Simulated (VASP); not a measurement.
Consider the following.

```xyz
6
Lattice="4.4767 0.0000 0.0000 0.0000 4.4767 0.0000 0.0000 0.0000 2.9925" Properties=species:S:1:pos:R:3 pbc="T T T"
Mg     2.2568     2.1872     1.4288
Mg     0.0526     0.0596     0.0140
H      3.0706     3.0549    -0.0085
H      1.3226     1.3965     0.0414
H      3.6048     0.9065     1.4801
H      0.8844     3.5871     1.5330
```

These are PBE0 hybrid, VASP's PBE PAW potentials (set 64) (plane waves; VASP) values and carry that method's errors. Numerical set-up: 300 eV cut-off, 5×5×7 Γ-centred mesh, Gaussian smearing of 0.010 eV, potentials Mg H.

At this cut-off the stress carries a Pulay error, which pulls relaxed volumes low.

Task: Give the force on each atom (eV/Å).

Result: 
```tsv
atom	Fx	Fy	Fz
Mg1	-0.124	0.398	0.519
Mg2	-0.333	-0.539	-0.023
H3	0.361	0.371	-0.155
H4	0.025	-0.094	-0.346
H5	0.065	-0.180	0.119
H6	0.007	0.045	-0.114
```

Task: Give the stress tensor in GPa (positive for a compressed cell).

Result: 
```
-0.58   0.28   0.02
 0.28  -0.85   0.19
 0.02   0.19  -0.72
```
The pressure is its mean diagonal, -0.72 GPa.

The structure comes from a computed database's MgH2 entry; how it stands against other phases isn't given here. The cell was not relaxed at this level, atoms are displaced from their ideal sites.
